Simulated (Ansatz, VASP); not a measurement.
## C (Diamond) in two plane-wave programs

Wanted: the spread between two codes on one cell, functional and k mesh. The cell is taken from a series of runs on this material, whose earlier steps may have relaxed, scaled, displaced or heated it; both programs get it as it stands.

Calculated with Ansatz 0.2.0; plane waves, with VASP 6.6.1 beside it; r2SCAN.

## 1. The starting structure

The structure is cubic, space group Fd-3m (No. 227). Conventional cell: a = 3.512 Å, b = 3.512 Å, c = 3.512 Å, α = 90.00°, β = 90.00°, γ = 90.00°. Nearest to C lie 4 C at 1.52 Å.

## 2. Ansatz: single point, r2SCAN, pair 1

Ansatz runs on its PAW soft_1 files.

With cell and atoms fixed, the geometry can't cause a difference; cores, projectors, grids and the points listed under the comparison can.

The input, input.yaml:

```yaml
crystal:
  lattice:
    - [0.0, 1.7560855265, 1.7560855265]
    - [1.7560855265, 0.0, 1.7560855265]
    - [1.7560855265, 1.7560855265, 0.0]
  atoms:
    - { symbol: C, position: [0.5, 0.5, 0.5] }
    - { symbol: C, position: [0.75, 0.75, 0.75] }
kpoints:
  mp_grid: { grid: [8, 8, 8] }
hamiltonian:
  xc: r2scan
  pseudopotentials: { kind: paw, azcp: { folder: soft_1 } }
scf:
  occupations: { method: gaussian, width: 0.01 }
  n_extra_bands: 8
output:
  eigenvalues: true
  eigenstates:
    kpoints:
      - [0.0, 0.363042208, 0.363042208]
      - [0.0, 0.365278125, 0.365278125]
      - [0.002235918, 0.363042208, 0.365278125]
      - [0.002235918, 0.365278125, 0.363042208]
      - [0.001581032, 0.36462324, 0.366204273]
      - [-0.001581032, 0.36462324, 0.363042208]
      - [0.001581032, 0.366204273, 0.36462324]
      - [-0.001581032, 0.363042208, 0.36462324]
      - [0.003162065, 0.36462324, 0.36462324]
      - [0.0, 0.361461175, 0.36462324]
      - [0.002581815, 0.365624023, 0.365624023]
      - [0.0, 0.363042208, 0.365624023]
      - [0.0, 0.365624023, 0.363042208]
      - [0.002581815, 0.363042208, 0.363042208]
      - [0.0, 0.36080629, 0.36080629]
      - [-0.002235918, 0.363042208, 0.36080629]
      - [-0.002235918, 0.36080629, 0.363042208]
      - [-0.001581032, 0.361461175, 0.359880143]
      - [0.001581032, 0.361461175, 0.363042208]
      - [-0.001581032, 0.359880143, 0.361461175]
      - [0.001581032, 0.363042208, 0.361461175]
      - [-0.003162065, 0.361461175, 0.361461175]
      - [0.0, 0.36462324, 0.361461175]
      - [-0.002581815, 0.360460393, 0.360460393]
      - [0.0, 0.363042208, 0.360460393]
      - [0.0, 0.360460393, 0.363042208]
      - [-0.002581815, 0.363042208, 0.363042208]
      - [0.0, 0.371426899, 0.371426899]
      - [0.008384691, 0.363042208, 0.371426899]
      - [0.008384691, 0.371426899, 0.363042208]
      - [0.005928872, 0.36897108, 0.374899951]
      - [-0.005928872, 0.36897108, 0.363042208]
      - [0.005928872, 0.374899951, 0.36897108]
      - [-0.005928872, 0.363042208, 0.36897108]
      - [0.011857743, 0.36897108, 0.36897108]
      - [0.0, 0.357113336, 0.36897108]
      - [0.009681807, 0.372724015, 0.372724015]
      - [0.0, 0.363042208, 0.372724015]
      - [0.0, 0.372724015, 0.363042208]
      - [0.009681807, 0.363042208, 0.363042208]
      - [0.0, 0.354657517, 0.354657517]
      - [-0.008384691, 0.363042208, 0.354657517]
      - [-0.008384691, 0.354657517, 0.363042208]
      - [-0.005928872, 0.357113336, 0.351184464]
      - [0.005928872, 0.357113336, 0.363042208]
      - [-0.005928872, 0.351184464, 0.357113336]
      - [0.005928872, 0.363042208, 0.357113336]
      - [-0.011857743, 0.357113336, 0.357113336]
      - [0.0, 0.36897108, 0.357113336]
      - [-0.009681807, 0.353360401, 0.353360401]
      - [0.0, 0.363042208, 0.353360401]
      - [0.0, 0.353360401, 0.363042208]
      - [-0.009681807, 0.363042208, 0.363042208]
      - [0.0, 0.0, 0.0]
      - [0.0, 0.002235918, 0.002235918]
      - [0.002235918, 0.0, 0.002235918]
      - [0.002235918, 0.002235918, 0.0]
      - [0.001581032, 0.001581032, 0.003162065]
      - [-0.001581032, 0.001581032, 0.0]
      - [0.001581032, 0.003162065, 0.001581032]
      - [-0.001581032, 0.0, 0.001581032]
      - [0.003162065, 0.001581032, 0.001581032]
      - [0.0, -0.001581032, 0.001581032]
      - [0.002581815, 0.002581815, 0.002581815]
      - [0.0, 0.0, 0.002581815]
      - [0.0, 0.002581815, 0.0]
      - [0.002581815, 0.0, 0.0]
      - [0.0, -0.002235918, -0.002235918]
      - [-0.002235918, 0.0, -0.002235918]
      - [-0.002235918, -0.002235918, 0.0]
      - [-0.001581032, -0.001581032, -0.003162065]
      - [0.001581032, -0.001581032, 0.0]
      - [-0.001581032, -0.003162065, -0.001581032]
      - [0.001581032, 0.0, -0.001581032]
      - [-0.003162065, -0.001581032, -0.001581032]
      - [0.0, 0.001581032, -0.001581032]
      - [-0.002581815, -0.002581815, -0.002581815]
      - [0.0, 0.0, -0.002581815]
      - [0.0, -0.002581815, 0.0]
      - [-0.002581815, 0.0, 0.0]
      - [0.0, 0.008384691, 0.008384691]
      - [0.008384691, 0.0, 0.008384691]
      - [0.008384691, 0.008384691, 0.0]
      - [0.005928872, 0.005928872, 0.011857743]
      - [-0.005928872, 0.005928872, 0.0]
      - [0.005928872, 0.011857743, 0.005928872]
      - [-0.005928872, 0.0, 0.005928872]
      - [0.011857743, 0.005928872, 0.005928872]
      - [0.0, -0.005928872, 0.005928872]
      - [0.009681807, 0.009681807, 0.009681807]
      - [0.0, 0.0, 0.009681807]
      - [0.0, 0.009681807, 0.0]
      - [0.009681807, 0.0, 0.0]
      - [0.0, -0.008384691, -0.008384691]
      - [-0.008384691, 0.0, -0.008384691]
      - [-0.008384691, -0.008384691, 0.0]
      - [-0.005928872, -0.005928872, -0.011857743]
      - [0.005928872, -0.005928872, 0.0]
      - [-0.005928872, -0.011857743, -0.005928872]
      - [0.005928872, 0.0, -0.005928872]
      - [-0.011857743, -0.005928872, -0.005928872]
      - [0.0, 0.005928872, -0.005928872]
      - [-0.009681807, -0.009681807, -0.009681807]
      - [0.0, 0.0, -0.009681807]
      - [0.0, -0.009681807, 0.0]
      - [-0.009681807, 0.0, 0.0]
checkpoint:
  read: start.run
  write: ck
  compress: false
  write_wavefunctions: false
  write_every: 100000
```

The run is started by

```console
$ ansatz run input.yaml --threads 4 --pin off --max-ram 9216MiB --backend cpu --events-out ev --progress --plain --runs-dir out
```

Numbers of over 12 decimals in the logs are rounded to 6 here.

What it wrote:

```text
scf.n_extra_bands = 8 over 4 filled bands (N_el = 8.0): the run solves 12 bands
Engine: ansatz 0.2.0, aarch64-unknown-linux-gnu
Pseudopotentials: kind: paw
Pseudopotential: C, paw, valence charge 4, recommended cutoff 500 eV (meta_gga), soft_1/C.paw.azcp
Functional definition: r2SCAN
  parameter k0 = 0.174
  parameter k1 = 0.065
  parameter a1 = 4.9479
  exchange = r2scan_x(k0 = k0, k1 = k1, a1 = a1)
  correlation = r2scan_c
Crystal: 2 atoms, lattice volume = 10.831 Å³
Basis set: ecut = 500 eV, 283 PW (Γ), exchange–correlation on 80×80×80 points (64 copies of the dense FFT grid, shifted against one another)
Bands: 12, of which v1, the nominal top of the filled ones, is band 4 counted from 1 (3 counted from 0)
Symmetry: 48 space group operations
Space group: Fd-3m (ITA 227), of the structure as read, at distance tolerance 2.2e-5 Å
k-points: 29 of 512
Non-local potential: C, projectors of the file, l = 0: 2, l = 1: 2, l = 2: 1
PAW form: soft (Blöchl's): semilocal exchange-correlation on the pseudo side does not see the compensation charge
PAW frozen core: C, regenerated for the run's functional (the file was generated under x = pbe(κ = 0.804, μ = 0.219515), c = pbe(β = 0.066725))
PAW one-centre angular grid: C, 302 points (default); XC on 219 of its mesh's 2255 points in the sphere
Initial density: read from a saved state, or passed on in memory by an earlier SCF of this step, an earlier step, the calling program or the single point that the run made first
Stability of the state it starts from, as read at its close in the unpolarized treatment: not read negative (Ritz values of 1 − χ₀K, real part plus size of imaginary part, from 0.95 to 1.2, by its mixing steps under the symmetry group of the SCF that read it)
Initial wavefunctions: pseudopotential atomic-orbital guess
Functional: x = r2scan, c = r2scan; τ floored in thin density (d = 2e-4 eV/Å³)
iter 1 solved again at ethr=1.80e-8 eV; its pass at ethr=3.10e-3 eV (dr2=1.44e-6 eV) is discarded
SCF iter   1: F=—  HF=-503.079088 eV  |F-HF|=—  |Δ(HF+E_count)|=         —  Δρ=1.22e-6  dr2=6.55e-11  dr2_τ=6.88e-12  ethr=1.80e-8  ⟨swp⟩=3.2  Hψ=3083  notcnv=0
eigensolver tolerance schedule: the retry pair's looser diagonalisation over-reported the residual by 21933.78 of it (diagonalisation noise at 0.15 of the residual, at the tolerance the schedule requests for it); recorded, not acted on — ethr = c·dr2/N_el stays at c = 1.0e-1
preconditioner: auto → none  [insulator: Δε(μ)=4.461 eV  Ē_g=29.107 eV  σ=0.010 eV  W_gap=1.00  n_scr=0 (ndim 8)  ℏωp=31.9 eV  f_vac=0.000  D(μ)=0.00/eV (n_scr^D=0)  ε∞_Penn≈2.2]
SCF iter   2: F=-503.079088 eV  HF=-503.079088 eV  |F-HF|=1.38e-11  |Δ(HF+E_count)|=  1.68e-10  Δρ=6.22e-7  dr2=1.21e-11  dr2_τ=1.11e-12  ethr=1.00e-12  ⟨swp⟩=3.0  Hψ=782  notcnv=0
SCF 1 converged in 2 iterations: F = -503.079088 eV  dr2 = 1.21e-11
  greatest PAW one-centre occupation: 0.667 electrons in one spin orbital (limit 2), on the C atom at site 1 (counted from 0), in its partial waves of l = 0
NSCF: frozen V_eff on 106 k-points
SCF converged after 2 iterations
Free energy (F): -503.079088 eV
Harris-Foulkes:  -503.079088 eV  (|F-HF|=1.38e-11)
Internal energy: -503.079088 eV  (E = F + TS)
E sigma→0 (E₀):  -503.079088 eV
Fermi energy:    16.404181 eV
--- Per-component energies (eV) ---
  E_band       = 34.930509
  E_kinetic    = 182.931835
  E_local      = -105.949944  (includes V_loc(G=0)·N_el)
  E_nonlocal   = 45.489776
  E_hartree    = 25.777606
  E_xc         = -94.709225
  E_vxc        = -130.258706  (∫ρ·V_xc dr)
  E_paw        = -203.201920  (= ΣΔE_a)
  E_vpaw       = -15.674955  (= ΣTr[D̂ρ^β])
  E_aug_tail   = 0.000005  (compensation charges beyond the density's cutoff)
  E_vtau       = 6.837269  (kinetic-family band-sum trace: ∫τ·v_τ [+ j·A + Jᵃ·Aᵃ] dr)
  E_ewald      = -353.367673
  E_core_change = -0.049548  (= ΣΔE_core)
  E_smearing   = -0.000000  (= −TS)
  E_closure    = 0.000000  (closes the sum)
  Σ components = -503.079088   (vs F -503.079088, Δ=0.00e0)
--- Band table (eV; the first three rows and the last of 29) ---
  k-point 0: bands = [-9.1558, 14.1735, 14.1735, 14.1735, 20.1828, 20.1828, 20.1828, 29.0173, ... 4 higher]
  k-point 1: bands = [-8.6903, 11.5077, 13.4457, 13.4457, 21.1404, 21.1404, 21.6510, 29.4002, ... 4 higher]
  k-point 2: bands = [-7.3077, 6.9505, 12.2355, 12.2355, 22.6126, 22.6126, 23.1099, 30.3505, ... 4 higher]
  k-point 28: bands = [1.1064, 1.1064, 5.0553, 5.0553, 25.6635, 25.6635, 27.6981, 27.6981, ... 4 higher]
```

## 3. VASP: single point, r2SCAN, pair 1

The same cell, functional, mesh and smearing now go to VASP, with its own data sets.

Lines of VASP's logs that name or quote its potential files are left out, and so is its time.

The input, INCAR:

```
SYSTEM = C
PREC = Accurate
ENCUT = 580
EDIFF = 1E-06
NELM = 120
ISMEAR = 0
SIGMA = 0.01
LREAL = .FALSE.
ALGO = Normal
METAGGA = R2SCAN
LASPH = .TRUE.
NBANDS = 10
LORBIT = 11
LWAVE = .FALSE.
LCHARG = .FALSE.
ISIF = 2
GGA_COMPAT = .FALSE.
EFERMI = MIDGAP
LMIXTAU = .TRUE.
```

The input, POSCAR:

```
C
1.0
    0.0000000000      1.7560855265      1.7560855265
    1.7560855265      0.0000000000      1.7560855265
    1.7560855265      1.7560855265      0.0000000000
C
2
Direct
    0.5000000000      0.5000000000      0.5000000000
    0.7500000000      0.7500000000      0.7500000000
```

The input, KPOINTS:

```
Automatic mesh
0
Gamma
8 8 8
0 0 0
```

The projector-augmented-wave data sets are C (PBE family, release 64).

The run is started by

```console
$ mpirun -np 1 vasp_std
```

What it wrote:

```text
[banner, memory and clock lines left out]
running    1 mpi-ranks, on    1 nodes
 distrk:  each k-point on    1 cores,    1 groups
 distr:  one band on    1 cores,    1 groups

 POSCAR found type information on POSCAR C
 POSCAR found :  1 types and       2 ions
|                                                                             |
|               ----> ADVICE to this user running VASP <----                  |
|                                                                             |
|     You enforced a specific xc type in the INCAR file but a different       |
|     [... a line on the potential file left out ...]
|     I HOPE YOU KNOW WHAT YOU ARE DOING!                                     |
|                                                                             |

 LDA part: xc-table for (None), standard interpolation
 POSCAR, INCAR and KPOINTS ok, starting setup
 FFT: planning ... GRIDC
 FFT: planning ... GRID_SOFT
 FFT: planning ... GRID
 WAVECAR not read
 entering main loop
       N       E                     dE             d eps       ncg     rms          rms(c)
DAV:   1    -0.116002913904E+01   -0.11600E+01   -0.52082E+03   604   0.863E+02
DAV:   2    -0.215956999231E+02   -0.20436E+02   -0.19604E+02   786   0.140E+02
DAV:   3    -0.219765240621E+02   -0.38082E+00   -0.38013E+00   670   0.151E+01
DAV:   4    -0.219772079745E+02   -0.68391E-03   -0.68389E-03   640   0.739E-01
DAV:   5    -0.219772087624E+02   -0.78796E-06   -0.78796E-06   658   0.239E-02    0.543E+00
DAV:   6    -0.194360450289E+02    0.25412E+01   -0.36494E-01   628   0.550E+00    0.444E+00
DAV:   7    -0.223512876664E+02   -0.29152E+01   -0.93358E-01   594   0.735E+00    0.836E-01
DAV:   8    -0.194148007863E+02    0.29365E+01   -0.30097E-01   598   0.472E+00    0.117E+00
DAV:   9    -0.196207157941E+02   -0.20592E+00   -0.35921E-02   604   0.206E+00    0.131E-01
DAV:  10    -0.196287954632E+02   -0.80797E-02   -0.55483E-03   624   0.724E-01    0.168E-01
DAV:  11    -0.196284178281E+02    0.37764E-03   -0.45096E-05   614   0.683E-02    0.161E-01
DAV:  12    -0.196301625329E+02   -0.17447E-02   -0.29689E-04   580   0.202E-01    0.384E-02
DAV:  13    -0.196302117438E+02   -0.49211E-04   -0.12569E-05   672   0.456E-02    0.213E-02
DAV:  14    -0.196302115572E+02    0.18663E-06   -0.13937E-07   374   0.502E-03
   1 F= -.19630212E+02 E0= -.19630212E+02  d E =0.000000E+00
```

Parts of OUTCAR (step 3):

```text
ion  position               nearest neighbor table
   1  0.500  0.500  0.500-   2 1.52   2 1.52   2 1.52   2 1.52
   2  0.750  0.750  0.750-   1 1.52   1 1.52   1 1.52   1 1.52

  LATTYP: Found a face centered cubic cell.
 ALAT       =     3.5121710530

 Subroutine GETGRP returns: Found 48 space group operations
 (whereof 24 operations were pure point group operations)

The static configuration has the point symmetry T_d .
 The point group associated with its full space group is O_h .

 Found     29 irreducible k-points:

   k-points           NKPTS =     29   k-points in BZ     NKDIM =     29   number of bands    NBANDS=     10

   dimension x,y,z NGX =    20 NGY =   20 NGZ =   20
   dimension x,y,z NGXF=    40 NGYF=   40 NGZF=   40

   ENCUT  =  580.0 eV  42.63 Ry    6.53 a.u.   4.88  4.88  4.88*2*pi/ulx,y,z

   NELECT =       8.0000    total number of electrons

 k-points in reciprocal lattice and weights: Automatic mesh
   0.00000000  0.00000000  0.00000000       0.002
   0.12500000  0.00000000  0.00000000       0.016
   0.25000000  0.00000000  0.00000000       0.016
   0.37500000  0.00000000  0.00000000       0.016
   0.50000000  0.00000000  0.00000000       0.008
   0.12500000  0.12500000  0.00000000       0.012
   0.25000000  0.12500000  0.00000000       0.047
   0.37500000  0.12500000  0.00000000       0.047
   0.50000000  0.12500000  0.00000000       0.047
[...]
-0.37500000  0.50000000  0.12500000       0.023
  -0.25000000  0.50000000  0.25000000       0.012

 average (electrostatic) potential at core
       1 -46.7777       2 -46.7777

 E-fermi :  12.6118

 k-point     1 :       0.0000    0.0000    0.0000
  band No.  band energies     occupation
      1     -12.9501      2.00000
      2      10.3955      2.00000
      3      10.3955      2.00000
      4      10.3955      2.00000
      5      16.3583      0.00000
      6      16.3584      0.00000
      7      16.3584      0.00000
      8      25.3393      0.00000
      9      31.4418      0.00000
    ...

 k-point     2 :       0.1250    0.0000    0.0000
  band No.  band energies     occupation
      1     -12.4843      2.00000
      2       7.7195      2.00000
      3       9.6635      2.00000
      4       9.6636      2.00000
      5      17.3212      0.00000
      6      17.3213      0.00000
      7      17.8463      0.00000
      8      25.7085      0.00000
      9      32.1488      0.00000
    ...

 k-point     3 :       0.2500    0.0000    0.0000
  band No.  band energies     occupation
      1     -11.1012      2.00000
      2       3.1578      2.00000
      3       8.4510      2.00000
      4       8.4510      2.00000
      5      18.7961      0.00000
      6      18.7961      0.00000
      7      19.3334      0.00000
      8      26.6219      0.00000
      9      32.9606      0.00000
    ...

  Total        1.3905490      1.3905490      1.3905490      0.0000000      0.0000000     -0.0000000
  in kB      205.6979107    205.6979107    205.6979107      0.0000000      0.0000000     -0.0000000
  external PRESSURE =     205.6979107 kB  Pullay stress =       0.0000000 kB

  energy-cutoff  :      580.00
  volume of cell :       10.83
      direct lattice vectors                 reciprocal lattice vectors
     0.000000000  1.756085526  1.756085526    -0.284724173  0.284724173  0.284724173
     1.756085526  0.000000000  1.756085526     0.284724173 -0.284724173  0.284724173
     1.756085526  1.756085526  0.000000000     0.284724173  0.284724173 -0.284724173

 POSITION                                       TOTAL-FORCE (eV/Angst)
 -----------------------------------------------------------------------------------
      1.75609      1.75609      1.75609        -0.000000     -0.000000     -0.000000
      2.63413      2.63413      2.63413         0.000000      0.000000      0.000000
 -----------------------------------------------------------------------------------
    total drift:                                0.000000     -0.000000      0.000000

  FREE ENERGIE OF THE ION-ELECTRON SYSTEM (eV)
  ---------------------------------------------------
  free  energy   TOTEN  =       -19.6302115572 eV

  energy  without entropy=      -19.6302115572  energy(sigma->0) =      -19.63021156

 total charge
# of ion       s       p       d       tot
------------------------------------------
    1        0.853   1.789   0.000   2.642
    2        0.853   1.789   0.000   2.642
--------------------------------------------------
tot          1.705   3.579   0.000   5.284

[... 3 further parts left out ...]
```

The run ends at a pressure of 20.57 GPa.

## 4. Differences

Known differences besides the potentials themselves: VASP keeps PBE cores, Ansatz makes them for the functional; the cutoff is 500 eV in Ansatz and 580 eV in VASP. Total energies have different zeros and are not compared.

The two programs side by side:

| quantity | Ansatz | VASP | difference |
| --- | --- | --- | --- |
| gap on the k mesh (eV) | 4.461 | 4.433 | +0.029 |

A gap on the mesh is an upper bound, since the band edges may lie between its points.

## 5. VASP: single point, r2SCAN, pair 2

With cell and atoms fixed, the geometry can't cause a difference; cores, projectors, grids and the points listed under the comparison can. The cell compared in this pair holds 10.61 Å³, against 10.83 Å³ for the pair before.

INCAR is that of step 3.

The input, POSCAR:

```
C
1.0
    0.0000000000      1.7438048064      1.7438048064
    1.7438048064      0.0000000000      1.7438048064
    1.7438048064      1.7438048064      0.0000000000
C
2
Direct
    0.5000000000      0.5000000000      0.5000000000
    0.7500000000      0.7500000000      0.7500000000
```

KPOINTS is that of step 3.

The run is started by

```console
$ mpirun -np 1 vasp_std
```

What it wrote:

```text
[banner, memory and clock lines left out]
running    1 mpi-ranks, on    1 nodes
[...]
[... a notice as in an earlier step ...]

 LDA part: xc-table for (None), standard interpolation
 POSCAR, INCAR and KPOINTS ok, starting setup
[...]
entering main loop
       N       E                     dE             d eps       ncg     rms          rms(c)
DAV:   1    -0.122425008872E+01   -0.12243E+01   -0.57347E+03   596   0.889E+02
DAV:   2    -0.215664591136E+02   -0.20342E+02   -0.19297E+02   760   0.137E+02
DAV:   3    -0.219684031622E+02   -0.40194E+00   -0.40081E+00   668   0.151E+01
DAV:   4    -0.219691869578E+02   -0.78380E-03   -0.78378E-03   668   0.770E-01
[...]
DAV:  12    -0.195921514803E+02   -0.17909E-02   -0.31760E-04   580   0.207E-01    0.384E-02
DAV:  13    -0.195921947730E+02   -0.43293E-04   -0.11623E-05   686   0.435E-02    0.212E-02
DAV:  14    -0.195921943537E+02    0.41933E-06   -0.19695E-07   376   0.592E-03
   1 F= -.19592194E+02 E0= -.19592194E+02  d E =0.000000E+00
```

Parts of OUTCAR (step 5):

```text
  Total        2.1205588      2.1205588      2.1205588     -0.0000000      0.0000000     -0.0000000
  in kB      320.3592718    320.3592718    320.3592718     -0.0000000      0.0000000     -0.0000000
  external PRESSURE =     320.3592718 kB  Pullay stress =       0.0000000 kB

 POSITION                                       TOTAL-FORCE (eV/Angst)
 -----------------------------------------------------------------------------------
      1.74380      1.74380      1.74380         0.000000      0.000000      0.000000
      2.61571      2.61571      2.61571        -0.000000     -0.000000     -0.000000
 -----------------------------------------------------------------------------------
    total drift:                               -0.000000     -0.000000      0.000000

  FREE ENERGIE OF THE ION-ELECTRON SYSTEM (eV)
  ---------------------------------------------------
  free  energy   TOTEN  =       -19.5921943537 eV

  energy  without entropy=      -19.5921943537  energy(sigma->0) =      -19.59219435

[... 1 part as in an earlier step ...]

[... 2 further parts left out ...]
[key lines of the parts left out:]
E-fermi :  12.9554
```

The run ends at a pressure of 32.04 GPa.

(Part 1 of 2 ends here.)

[Lines on the potential files, build, host, timing and source positions are cut from VASP's logs without a mark.]

[Logs are printed without paths, hosts, clocks, repeated set-up lines and the standing remarks that a program may print on its own settings, such as how far it seeks lower states.]

[Hosts, paths, dates, database ids (printed as entryN), source tags and the programs' standing remarks are cut or masked in the printed files.]
